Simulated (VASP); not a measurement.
Na11Au4O12 (a cell with a defect), 27 atoms in the cell. The cell holds a defect, 27 atoms: a = 9.431 Å, b = 9.431 Å, c = 4.554 Å, α = 90.00°, β = 90.00°, γ = 90.00°. 

| Item | Value |
| --- | --- |
| Program | VASP 6.6.1 |
| Task | single point |
| Functional | PBEsol |
| Potentials or basis | VASP PAW PBE potentials, release 64 (Na_pv, Au, O) |
| Cutoff | 520 eV |
| k mesh | 1 × 1 × 2 |
| Occupations | fermi-dirac, width 0.05 eV |
| Spin | no spin polarisation |
| Dipole correction | no |
| Further INCAR settings | LREAL = Auto; ALGO = Normal; EDIFF = 1e-06; NBANDS = 116 |

Potentials or basis: VASP PAW PBE potentials, release 64 (Na_pv, Au, O).

Command:

```console
$ cat potpaw_PBE.64/Na_pv/POTCAR potpaw_PBE.64/Au/POTCAR potpaw_PBE.64/O/POTCAR > POTCAR
$ mpirun -np 1 vasp_std > vasp.out
```

Hardware: 1 thread of Intel(R) Xeon(R) 6975P-C (Granite Rapids), with other jobs on the host.

**Question.** Estimate the wall time of this run.

**Answer.** Run time: 2.8 min on 1 thread of Intel(R) Xeon(R) 6975P-C (Granite Rapids), with other jobs on the host, peak memory 0.44 GiB. Counts: scf iterations 21, k points 2.
